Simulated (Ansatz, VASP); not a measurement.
# La3LuO2: VASP beside Ansatz

```
La Lu O
1.0
     3.77126    0.00000    0.00000
     0.00000    3.77126    0.00000
     0.00000    0.00000    8.20783
La Lu O
3 1 2
Direct
  0.50000 0.00000 0.99831
  0.00000 0.50000 0.99831
  0.00000 0.00000 0.37926
  0.50000 0.50000 0.62362
  0.50000 0.50000 0.26656
  0.00000 0.00000 0.73394
```

Change from the starting cell: species swapped into the Zr2P3S type (P4mm, No. 99).

Alike in both runs: task single point; functional PBE; k mesh 4 × 4 × 2; occupations gaussian, width 0.1 eV; no spin polarisation.

|  | VASP | Ansatz |
| --- | --- | --- |
| version | VASP 6.6.1 | Ansatz 0.2.0 |
| potentials or method | VASP PAW PBE potentials, release 64 (La, Lu, O) | scalar-relativistic, plane waves, PAW |
| plane-wave cutoff (eV) | 520 | 420 |
| valence electrons in the cell | 70 | 70 |

|  | VASP | Ansatz | Ansatz less VASP |
| --- | --- | --- | --- |
| gap on the k mesh at the Fermi level (eV) | none | none | - |
| pressure (GPa) | 10.9 | 11.0 | +0.10 |
| largest component of the traceless stress (GPa) | 10.17 | 10.18 | +0.011 |
| rms of the force components (eV/Å) | 0.421 | 0.420 | -0.0017 |

Atom by atom the forces differ by 0.003 eV/Å (rms over components). A gap of «none» marks a metal or a gap that the smearing closes. With one functional, cell and mesh, what is left measures potentials, basis and numerics.

Caveats: the k mesh is coarse (spacing up to 0.42 Å⁻¹), so the values aren't converged; forces of over 1 eV/Å show positions far from the minimum, so gaps and moduli don't describe the material at rest. The runs have no spin-orbit coupling, so splittings on La, Lu are missing.
